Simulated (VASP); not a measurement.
Computed with PBE GGA, VASP's PBE PAW potentials (set 64) (plane waves; VASP).

A VASP calculation is set up with these files.

### POSCAR
```
ZnS
1
    3.8073200000     0.0000000000     0.0000000000
   -1.9036600000     3.2972360000     0.0000000000
    0.0000000000     0.0000000000    31.1424000000
Zn S
10 10
Direct
  0.6666670000   0.3333330000   0.2000000000
  0.3333330000   0.6666670000   0.7000000000
  0.0000000000   0.0000000000   0.8000000000
  0.0000000000   0.0000000000   0.3000000000
  0.6666670000   0.3333330000   0.9000000000
  0.3333330000   0.6666670000   0.4000000000
  0.3333330000   0.6666670000   0.1001000000
  0.6666670000   0.3333330000   0.6001000000
  0.0000000000   0.0000000000   0.0001000000
  0.0000000000   0.0000000000   0.5001000000
  0.6666670000   0.3333330000   0.2749000000
  0.3333330000   0.6666670000   0.7749000000
  0.0000000000   0.0000000000   0.0750000000
  0.0000000000   0.0000000000   0.5750000000
  0.6666670000   0.3333330000   0.6750000000
  0.3333330000   0.6666670000   0.1750000000
  0.0000000000   0.0000000000   0.8749000000
  0.0000000000   0.0000000000   0.3749000000
  0.3333330000   0.6666670000   0.4751000000
  0.6666670000   0.3333330000   0.9751000000
```

INCAR:
```
LREAL = Auto   # projection in real space or not
NELM = 100   # most electronic steps
SIGMA = 0.01
LMAXMIX = 4   # l cut-off of mixed one-centre charges
ISIF = 2
LWAVE = .FALSE.
PREC = Accurate
LCHARG = .FALSE.
ISMEAR = 0   # Gaussian
LASPH = .TRUE.   # aspherical one-centre terms
ALGO = Normal   # blocked Davidson
ENCUT = 300   # plane-wave cut-off (eV)
SYSTEM = ZnS
GGA = PE
EDIFF = 1E-6   # SCF stop (eV)
```

### KPOINTS
```
Automatic mesh
0
Gamma
2 2 1
0 0 0
```

POTCAR, in this order: Zn S (PBE.64 set). Program: vasp_std.

Q: What will the output report for the number of irreducible k-points (NKPTS), largest plane-wave count, number of space-group operations, FFT grid (NGX, NGY, NGZ)?

A: 
```yaml
number of irreducible k-points (NKPTS): 2
largest_plane_wave_count: 4671
number_of_space_group_operations: 12
FFT grid (NGX, NGY, NGZ): 24 × 24 × 180
```

The structure comes from a computed database's ZnS entry; how it stands against other phases isn't given here. The cell was not relaxed at this level. The k-mesh is coarse (spacing up to 0.95 per Å, 2π included), so the numbers may not be converged in it. The run is one of a series of settings (KPOINTS 2×2×1 Γ-centred mesh against the base run), some of them coarse on purpose.
